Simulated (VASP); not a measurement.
Given:

```
CELL_PARAMETERS angstrom
      3.85400     0.00000     0.00000
      0.00000     3.85400     0.00000
      0.00000     0.00000     3.85400
ATOMIC_POSITIONS crystal
  Al 0.00000 0.00000 0.00000
  Pt 0.00000 0.50000 0.50000
  Pt 0.50000 0.00000 0.50000
  Pt 0.50000 0.50000 0.00000
```

Method: LDA (Ceperley-Alder, Perdew-Zunger) with spin-orbit coupling, VASP's LDA PAW potentials (set 64) (plane waves; VASP). Settings: 400 eV cut-off, 7×7×7 Γ-centred mesh, Gaussian smearing of 0.050 eV, potentials Al Pt.

Q: Estimate the energy per atom (σ→0), band gap (over mesh and band path) with the smallest direct gap where there is one.

A: 
```
Property                                                               Value
----------------------------------  ----------------------------------------
band gap (over mesh and band path)  none (metal, semimetal or under 0.01 eV)
energy per atom (σ→0)                                         -7.656 eV/atom
```

The absolute energy has meaning only against runs of the same code, potentials and settings.

The structure comes from a computed database's AlPt3 entry (Pm-3m); how it stands against other phases isn't given here. It was relaxed first.
